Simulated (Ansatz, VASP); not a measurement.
# TaSnO3 in two plane-wave programs, part 2 of 3

Aim: how closely do two programs agree when they are given the same cell, functional and k mesh? The cell is taken from a series of runs on this material, whose earlier steps may have relaxed, scaled, displaced or heated it; both programs get it as it stands.

VASP 6.6.1 and Ansatz 0.2.0.

So far: The structure; VASP: relaxation of cell and atoms, PBEsol, pair 1.

## (3) Ansatz: relaxation of cell and atoms, PBEsol, pair 1

Level of this step: Ansatz beside VASP: Kohn-Sham DFT, plane waves, PBEsol (Ansatz).

Ansatz runs on its PAW soft_1 files.

The same cell, functional, mesh and smearing now go to Ansatz, which takes its cutoff from its data sets.

File input.yaml:

```yaml
crystal:
  lattice:
    - [4.0239775063, 0.0, 0.0]
    - [0.0, 4.0239775063, 0.0]
    - [0.0, 0.0, 4.0239775063]
  atoms:
    - { symbol: Ta, position: [0.5, 0.5, 0.5] }
    - { symbol: Sn, position: [0.0, 0.0, 0.0] }
    - { symbol: O, position: [0.0, 0.5, 0.5] }
    - { symbol: O, position: [0.5, 0.0, 0.5] }
    - { symbol: O, position: [0.5, 0.5, 0.0] }
kpoints:
  mp_grid: { grid: [12, 12, 12] }
hamiltonian:
  xc: pbesol
  pseudopotentials: { kind: paw, azcp: { folder: soft_1 }, xc_functional: pbe }
scf:
  occupations: { method: methfessel_paxton, width: 0.2 }
output:
  forces: true
  stress: true
  eigenvalues: true
relax:
  adjacent_minimum: "off"
  f_tol: 0.001
  max_steps: 60
  cell: { stress_tol: 0.01 }
```

Started as:

```console
$ ansatz run input.yaml --threads 4 --pin off --max-ram 10240MiB --backend cpu --events-out ev --progress --plain --runs-dir out
```

Numbers of over 12 decimals in the logs are rounded to 6 here.

Log:

```text
Engine: ansatz 0.2.0, aarch64-unknown-linux-gnu
Pseudopotentials: kind: paw
Pseudopotential: Ta, paw, valence charge 13, recommended cutoff 420 eV (normal), soft_1/Ta.paw.azcp
Pseudopotential: Sn, paw, valence charge 14, recommended cutoff 420 eV (normal), soft_1/Sn.paw.azcp
Pseudopotential: O, paw, valence charge 6, recommended cutoff 420 eV (normal), soft_1/O.paw.azcp
Functional definition: PBEsol
  exchange = pbesol_x
  correlation = pbesol_c
Crystal: 5 atoms, lattice volume = 65.158 Å³
Basis set: ecut = 420 eV, 1309 PW (Γ), exchange–correlation on 54×54×54 points (8 copies of the dense FFT grid, shifted against one another)
Bands: 28, of which v1, the nominal top of the filled ones, is band 23 counted from 1 (22 counted from 0)
Symmetry: 48 space group operations
Space group: Pm-3m (ITA 221), of the structure as read, at distance tolerance 4.0e-5 Å
k-points: 84 of 1728
Non-local potential: Ta, projectors of the file, l = 0: 3, l = 1: 2, l = 2: 2, l = 3: 1
Non-local potential: Sn, projectors of the file, l = 0: 2, l = 1: 2, l = 2: 2, l = 3: 1
Non-local potential: O, projectors of the file, l = 0: 2, l = 1: 2, l = 2: 1
PAW form: soft (Blöchl's): semilocal exchange-correlation on the pseudo side does not see the compensation charge
PAW frozen core: Ta, regenerated for the run's functional, and the local potential with it (the file was generated under x = pbe(κ = 0.804, μ = 0.219515), c = pbe(β = 0.066725))
PAW frozen core: Sn, regenerated for the run's functional, and the local potential with it (the file was generated under x = pbe(κ = 0.804, μ = 0.219515), c = pbe(β = 0.066725))
PAW frozen core: O, regenerated for the run's functional, and the local potential with it (the file was generated under x = pbe(κ = 0.804, μ = 0.219515), c = pbe(β = 0.066725))
PAW one-centre angular grid: Ta, 590 points (default); XC on 64 Gauss nodes
PAW one-centre angular grid: Sn, 590 points (default); XC on 64 Gauss nodes
PAW one-centre angular grid: O, 110 points (default); XC on 64 Gauss nodes
Initial density: superposition of atomic densities (chi_scale 0.1, normalization cell, long waves kept (reshape's long-wave potential 0.00 eV rms))
Initial wavefunctions: pseudopotential atomic-orbital guess
Functional: x = pbesol(κ = 0.804, μ = 0.123457), c = pbesol(β = 0.046)
SCF iter   1: F=—  HF=-17442.425174 eV  |F-HF|=—  |Δ(HF+E_count)|=         —  Δρ=4.77e-2  dr2=1.34e0  ethr=3.10e-3  ⟨swp⟩=5.3  Hψ=9627  notcnv=0
preconditioner: auto → Kerker (q_TF=auto, 2.565 Å⁻¹)  [metal: Δε(μ)=0.046 eV  Ē_g=14.801 eV  σ=0.200 eV  W_gap=0.19  n_scr=18 (ndim 8)  ℏωp=28.0 eV  f_vac=0.000  D(μ)=1.50/eV (n_scr^D=6)]
SCF iter   2: F=—  HF=-17442.279458 eV  |F-HF|=—  |Δ(HF+E_count)|=   1.46e-1  S|Δr|=    0.00e0  Δρ=2.56e-2  dr2=3.87e-1  ethr=2.98e-3  ⟨swp⟩=2.0  Hψ=3401  notcnv=0  defer=37
SCF iter   3: F=—  HF=-17442.239180 eV  |F-HF|=—  |Δ(HF+E_count)|=   4.03e-2  S|Δr|=    0.00e0  Δρ=1.31e-2  dr2=6.40e-2  ethr=8.59e-4  ⟨swp⟩=2.1  Hψ=3448  notcnv=0  defer=37
SCF iter   4: F=—  HF=-17442.228247 eV  |F-HF|=—  |Δ(HF+E_count)|=   1.09e-2  S|Δr|=    0.00e0  Δρ=2.69e-3  dr2=3.96e-3  ethr=1.42e-4  ⟨swp⟩=2.5  Hψ=4023  notcnv=0  defer=32
SCF iter   5: F=—  HF=-17442.228946 eV  |F-HF|=—  |Δ(HF+E_count)|=   7.00e-4  S|Δr|=    0.00e0  Δρ=6.87e-4  dr2=3.78e-4  ethr=8.79e-6  ⟨swp⟩=2.6  Hψ=3698  notcnv=0  defer=32
SCF iter   6: F=—  HF=-17442.229036 eV  |F-HF|=—  |Δ(HF+E_count)|=   8.95e-5  S|Δr|=    0.00e0  Δρ=2.13e-4  dr2=3.43e-5  ethr=8.41e-7  ⟨swp⟩=2.5  Hψ=3462  notcnv=0  defer=32
SCF iter   7: F=—  HF=-17442.229756 eV  |F-HF|=—  |Δ(HF+E_count)|=   7.21e-4  S|Δr|=    0.00e0  Δρ=6.55e-5  dr2=2.10e-6  ethr=7.63e-8  ⟨swp⟩=2.0  Hψ=3797  notcnv=0  defer=32
SCF iter   8: F=-17442.229757 eV  HF=-17442.229757 eV  |F-HF|=1.87e-8  |Δ(HF+E_count)|=   9.91e-7  S|Δr|=    0.00e0  Δρ=1.40e-5  dr2=8.27e-8  ethr=2.22e-10  ⟨swp⟩=5.5  Hψ=10023  notcnv=0
SCF 1 converged in 8 iterations: F = -17442.229757 eV  dr2 = 8.27e-8
  greatest PAW one-centre occupation: 0.999 electrons in one spin orbital (limit 2), on the Ta atom at site 0 (counted from 0), in its partial waves of l = 0
relax step   1: F+E_penalty+E_count = -17442.22975745 eV  Δ(F+E_penalty+E_count) = +0.000e0 eV  max|allowed force component| = 1.174e-28 eV/Å  Δτ_max = 0.0000 Å  P = +0.023 GPa  Ω = 65.158 Å³  (8 SCF iters, dr2 threshold 1.00e-7 eV, accepted)
[...]
relax step   2: F+E_penalty+E_count = -17442.22973664 eV  Δ(F+E_penalty+E_count) = +2.081e-5 eV  max|allowed force component| = 9.929e-29 eV/Å  Δτ_max = 0.0000 Å  P = -0.008 GPa  Ω = 65.168 Å³  energy of the carried Pulay correction = -2.129e-5 eV  (5 SCF iters, dr2 threshold 1.35e-9 eV, accepted)
[...]
relax step   3: F+E_penalty+E_count = -17442.22973664 eV  Δ(F+E_penalty+E_count) = -2.183e-11 eV  max|allowed force component| = 3.576e-29 eV/Å  Δτ_max = 0.0000 Å  P = -0.008 GPa  Ω = 65.168 Å³  stress off target by 7.67e-3 GPa  SCF on the basis re-selected at this cell (its energy is not comparable with the rows above)  (6 SCF iters)
basis re-selected at this cell: Δ(F+E_penalty+E_count) = -2.183e-11 eV, ΔP = +0.001 GPa vs the last step (what re-selecting the basis moved, of the pressure what is left beyond the Pulay correction that the steps carried, after the strain that the cell walked since its last selection, with what the two solves' SCF thresholds leave and, on support functions, any second-order correction that the steps lacked; it is no  [...]
SCF converged after 6 iterations
Stability not checked: this state was not tested for a lower state beside it, because cold or Methfessel-Paxton smearing, or corrected tetrahedra, fill the levels in a way that the test cannot read (fill_not_monotonic; see scf.lower_state_search)
Free energy (F): -17442.229737 eV
Harris-Foulkes:  -17442.229737 eV  (|F-HF|=7.28e-12)
Internal energy: -17442.220704 eV  (E = F + TS)
E sigma→0 (E₀):  -17442.227479 eV
Entropy (-TS):   -0.009033 eV (-1.807 meV/atom)
Fermi energy:    13.743095 eV
--- Per-component energies (eV) ---
  E_band       = -215.213768
  E_kinetic    = 1059.618087
  E_local      = -2457.797137  (includes V_loc(G=0)·N_el)
  E_nonlocal   = 297.576068
  E_hartree    = 1011.825412
  E_xc         = -654.992172
  E_vxc        = -584.961946  (∫ρ·V_xc dr)
  E_paw        = -12944.979216  (= ΣΔE_a)
  E_vpaw       = -553.302312  (= ΣTr[D̂ρ^β])
  E_aug_tail   = 0.002663  (compensation charges beyond the density's cutoff)
  E_ewald      = -3754.078825
  E_core_change = 0.604416  (= ΣΔE_core)
  E_smearing   = -0.009033  (= −TS)
  E_closure    = 0.000000  (closes the sum)
  Σ components = -17442.229737   (vs F -17442.229737, Δ=0.00e0)
--- Forces (eV/Å), atoms counted from 1 ---
  atom   1  Ta     0.00000000     0.00000000    -0.00000000
  atom   2  Sn     0.00000000     0.00000000    -0.00000000
  atom   3  O     -0.00000000     0.00000000     0.00000000
  atom   4  O      0.00000000    -0.00000000     0.00000000
  atom   5  O     -0.00000000    -0.00000000     0.00000000
  max |Σ_I F_I| component: 1.05e-29 eV/Å
--- Stress (GPa, compression-positive) ---
       -0.007672       0.000000       0.000000
        0.000000      -0.007672       0.000000
        0.000000       0.000000      -0.007672
  P = ⅓ Tr σ = -0.0077 GPa (-0.077 kbar)
--- Band table (eV; the first three rows and the last of 84) ---
  k-point 0: bands = [... 19 lower, 9.3743, 9.3743, 9.3743, 12.9903, 12.9903, 12.9903, 17.1719, 17.1719, ... 1 higher]
  k-point 1: bands = [... 19 lower, 9.2000, 9.3470, 9.3470, 12.9959, 13.1845, 13.1845, 16.7157, 17.1210, ... 1 higher]
  k-point 2: bands = [... 19 lower, 9.0622, 9.3225, 9.3225, 13.0112, 13.6790, 13.6790, 15.8511, 16.9895, ... 1 higher]
  k-point 83: bands = [... 19 lower, 10.0415, 10.0415, 10.0415, 16.1275, 16.1275, 16.1275, 17.2395, 17.2395, ... 1 higher]
--- Relaxed structure (2 steps of the walk, 2 accepted, 1 SCFs on fresh bases) ---
  F+E_penalty+E_count = -17442.22973664 eV   max|allowed force component| = 3.576e-29 eV/Å   (the final SCF, on the basis selected at the relaxed cell)
  cell:  # Å, volume = 65.1676 Å³
    - [4.024180, 0, 0]
    - [0, 4.024180, 0]
    - [0, 0, 4.024180]
  atoms:
    - { symbol: Ta, position: [0.500000, 0.500000, 0.500000] }
    - { symbol: Sn, position: [0, 0, 0] }
    - { symbol: O, position: [0, 0.500000, 0.500000] }
    - { symbol: O, position: [0.500000, 0, 0.500000] }
    - { symbol: O, position: [0.500000, 0.500000, 0] }
```

## (4) Comparison

Known differences besides the potentials themselves: the data sets hold 45 valence electrons in Ansatz (on its PAW soft_1 files) and 43 in VASP; the cutoff is 420 eV in Ansatz and 600 eV in VASP; Ansatz makes its cores anew for this functional, VASP keeps those of its PBE data sets; Ansatz adds a Pulay correction to the stress that steers its cell, VASP none. Total energies have different zeros and are not compared.

The two programs side by side:

| quantity | Ansatz | VASP | difference |
| --- | --- | --- | --- |
| volume (Å³) | 65.17 | 65.31 | -0.22 % |
| edge a after relaxation, in the typed setting (Å) | 4.024 | 4.027 | -0.07 % |

## (5) VASP: relaxation of cell and atoms, PBEsol, pair 2

The relaxed volume is the usual yardstick between codes: in a stiff, nearly cubic crystal its relative difference is about their pressure difference at one cell divided by the bulk modulus. This pair takes another cell of the material, with 10 atoms against 5 for the pair before.

File INCAR:

```
SYSTEM = TaSnO3
PREC = Accurate
ENCUT = 600
EDIFF = 1E-07
NELM = 120
ISMEAR = 1
SIGMA = 0.2
LREAL = .FALSE.
ALGO = Normal
GGA = PS
NBANDS = 53
LASPH = .TRUE.
LORBIT = 11
LWAVE = .FALSE.
LCHARG = .FALSE.
ISIF = 3
IBRION = 2
NSW = 80
EDIFFG = -0.005
GGA_COMPAT = .FALSE.
NELMIN = 4
KPAR = 2
```

File POSCAR:

```
TaSnO3
1.0
    8.0852440000      0.0000000000      0.0000000000
    0.0000000000      4.0322980000      0.0000000000
    0.0000000000      0.0000000000      4.0160080000
Ta Sn O
2 2 6
Direct
    0.5000000000      0.5000000000      0.5000000000
    0.0000000000      0.5000000000      0.5000000000
    0.7500000000      0.0000000000      0.0643589355
    0.2500000000      0.0000000000      0.9356408155
    0.5000000000      0.5000000000      0.0000000000
    0.0000000000      0.5000000000      0.0000000000
    0.5000000000      0.0000000000      0.5000000000
    0.0000000000      0.0000000000      0.5000000000
    0.2500000000      0.5000000000      0.5139422033
    0.7500000000      0.5000000000      0.4860577967
```

File KPOINTS:

```
Automatic mesh
0
Gamma
6 10 10
0 0 0
```

PAW data sets: Ta_pv, Sn_d and O (PBE family, release 64).

Started as:

```console
$ mpirun -np 2 vasp_std
```

Log:

```text
[banner, memory and clock lines left out]
running    2 mpi-ranks, on    1 nodes
[...]
[... a notice as in an earlier step ...]

 LDA part: xc-table for (Slater+PW92), standard interpolation
 POSCAR, INCAR and KPOINTS ok, starting setup
[...]
entering main loop
       N       E                     dE             d eps       ncg     rms          rms(c)
DAV:   1     0.124909290375E+04    0.12491E+04   -0.46469E+04 16266   0.243E+03
DAV:   2     0.124441559879E+03   -0.11247E+04   -0.10793E+04 16349   0.709E+02
DAV:   3    -0.815119319778E+02   -0.20595E+03   -0.19953E+03 17181   0.236E+02
DAV:   4    -0.971833945975E+02   -0.15671E+02   -0.15351E+02 18001   0.678E+01
[...]
DAV:  15    -0.849782386708E+02    0.25236E-06   -0.34938E-07 15077   0.418E-03    0.120E-03
DAV:  16    -0.849782384099E+02    0.26092E-06   -0.11992E-07 10060   0.337E-03    0.262E-04
DAV:  17    -0.849782384006E+02    0.93132E-08   -0.27085E-08  9878   0.123E-03
   1 F= -.84978238E+02 E0= -.84976247E+02  d E =-.849782E+02
[...]
2 F= -.84977779E+02 E0= -.84975761E+02  d E =0.459856E-03
 trial-energy change:    0.000460  1 .order    0.000459   -0.002171    0.003088
 step:   0.4128(harm=  0.4128)  dis= 0.00011  next Energy=   -84.978687 (dE=-0.448E-03)
[...]
N       E                     dE             d eps       ncg     rms          rms(c)
DAV:   1    -0.849856573500E+02   -0.78788E-02   -0.17446E-01 20179   0.335E+00    0.668E-01
DAV:   2    -0.849796126881E+02    0.60447E-02   -0.17266E-02 16279   0.805E-01    0.268E-01
DAV:   3    -0.849787831880E+02    0.82950E-03   -0.20864E-03 19535   0.441E-01    0.742E-02
DAV:   4    -0.849786911807E+02    0.92007E-04   -0.38805E-04 20294   0.148E-01    0.154E-02
DAV:   5    -0.849786855578E+02    0.56229E-05   -0.28683E-05 17812   0.303E-02    0.915E-03
DAV:   6    -0.849786856322E+02   -0.74408E-07   -0.60458E-06 16858   0.165E-02    0.398E-03
DAV:   7    -0.849786862066E+02   -0.57446E-06   -0.39935E-07 15857   0.437E-03    0.234E-03
DAV:   8    -0.849786865380E+02   -0.33133E-06   -0.10863E-07  9928   0.253E-03    0.240E-04
DAV:   9    -0.849786864821E+02    0.55854E-07   -0.44185E-08  9047   0.143E-03
   3 F= -.84978686E+02 E0= -.84976684E+02  d E =-.448082E-03
[...]
reached required accuracy - stopping structural energy minimisation
```

From OUTCAR (step 5):

```text
  Total       -0.0060908     -0.0051244      0.0040550      0.0000000      0.0000000     -0.0000000
  in kB       -0.0743606     -0.0625613      0.0495066      0.0000000      0.0000000     -0.0000000
  external PRESSURE =      -0.0291385 kB  Pullay stress =       0.0000000 kB

 POSITION                                       TOTAL-FORCE (eV/Angst)
 -----------------------------------------------------------------------------------
      4.04562      2.01770      2.00961         0.000000     -0.000000      0.000000
      0.00000      2.01770      2.00961         0.000000     -0.000000      0.000000
      6.06843      0.00000      0.25856         0.000000      0.000000      0.000703
      2.02281      0.00000      3.76067        -0.000000     -0.000000     -0.000703
      4.04562      2.01770     -0.00000         0.000000     -0.000000      0.000000
      0.00000      2.01770      0.00000         0.000000     -0.000000      0.000000
      4.04562      0.00000      2.00961         0.000000     -0.000000      0.000000
      0.00000      0.00000      2.00961         0.000000     -0.000000      0.000000
      2.02281      2.01770      2.06569         0.000000     -0.000000      0.003199
      6.06843      2.01770      1.95354        -0.000000     -0.000000     -0.003199
 -----------------------------------------------------------------------------------
    total drift:                                0.000000      0.000000      0.000498

  FREE ENERGIE OF THE ION-ELECTRON SYSTEM (eV)
  ---------------------------------------------------
  free  energy   TOTEN  =       -84.9786864821 eV

  energy  without entropy=      -84.9726791279  energy(sigma->0) =      -84.97668403

[... 1 part as in an earlier step ...]

[... 3 further parts left out ...]
[key lines of the parts left out:]
E-fermi :   7.8479
```

## (6) Ansatz: relaxation of cell and atoms, PBEsol, pair 2

The same cell, functional, mesh and smearing now go to Ansatz, which takes its cutoff from its data sets.

The cell is taken from a series of runs on this material, whose earlier steps may have relaxed, scaled, displaced or heated it; both programs get it as it stands.

input.yaml, the sections that differ from step 3:

```yaml
crystal:
  lattice:
    - [8.085244026, 0.0, 0.0]
    - [0.0, 4.0322979999, 0.0]
    - [0.0, 0.0, 4.0160077284]
  atoms:
    - { symbol: Ta, position: [0.5, 0.5, 0.5] }
    - { symbol: Ta, position: [0.0, 0.5, 0.5] }
    - { symbol: Sn, position: [0.75, 0.0, 0.0643590015] }
    - { symbol: Sn, position: [0.25, 0.0, 0.9356409985] }
    - { symbol: O, position: [0.5, 0.5, 0.0] }
    - { symbol: O, position: [0.0, 0.5, 0.0] }
    - { symbol: O, position: [0.5, 0.0, 0.5] }
    - { symbol: O, position: [0.0, 0.0, 0.5] }
    - { symbol: O, position: [0.25, 0.5, 0.5139421741] }
    - { symbol: O, position: [0.75, 0.5, 0.4860578259] }
kpoints:
  mp_grid: { grid: [6, 10, 10] }
# hamiltonian, scf, output, relax: as in step 3
```

Started as:

```console
$ ansatz run input.yaml --threads 4 --pin off --max-ram 10240MiB --backend cpu --events-out ev --progress --plain --runs-dir out
```

Log:

```text
[...]
Crystal: 10 atoms, lattice volume = 130.930 Å³
Basis set: ecut = 420 eV, 2579 PW (Γ), exchange–correlation on 120×54×54 points (8 copies of the dense FFT grid, shifted against one another)
Bands: 55, of which v1, the nominal top of the filled ones, is band 45 counted from 1 (44 counted from 0)
Symmetry: 8 space group operations
[...]
k-points: 144 of 600
[...]
- { symbol: Ta, position: [0.0, 0.500000, 0.500000] }
    - { symbol: Sn, position: [0.75, 0.0, 0.064359] }
    - { symbol: Sn, position: [0.250000, 0.0, 0.935641] }
    - { symbol: O, position: [0.500000, 0.500000, 0.0] }
    - { symbol: O, position: [0.0, 0.500000, 0.0] }
    - { symbol: O, position: [0.500000, 0.0, 0.500000] }
    - { symbol: O, position: [0.0, 0.0, 0.500000] }
    - { symbol: O, position: [0.250000, 0.500000, 0.513942] }
    - { symbol: O, position: [0.75, 0.500000, 0.486058] }
[key lines of the parts left out:]
SCF converged after 8 iterations
Free energy (F): -34884.475796 eV
Fermi energy:    13.694221 eV
P = ⅓ Tr σ = 0.0026 GPa (0.026 kbar)
```

## (7) Comparison

What differs besides the data sets and the points named for the pairs above, as far as they apply: the data sets hold 90 valence electrons in Ansatz (on its PAW soft_1 files) and 86 in VASP. Total energies have different zeros and are not compared.

Both answers:

| quantity | Ansatz | VASP | difference |
| --- | --- | --- | --- |
| volume (Å³) | 130.93 | 131.23 | -0.23 % |
| edge a after relaxation, in the typed setting (Å) | 8.085 | 8.091 | -0.07 % |
| edge b after relaxation, in the typed setting (Å) | 4.032 | 4.035 | -0.08 % |
| edge c after relaxation, in the typed setting (Å) | 4.016 | 4.019 | -0.08 % |

(Continued in part 3 of 3.)

[Lines on the potential files, build, host, timing and source positions are cut from VASP's logs without a mark.]

[Logs are printed without paths, hosts, clocks, repeated set-up lines and the standing remarks that a program may print on its own settings, such as how far it seeks lower states.]

[Hosts, paths, dates, database ids (printed as entryN), source tags and the programs' standing remarks are cut or masked in the printed files.]
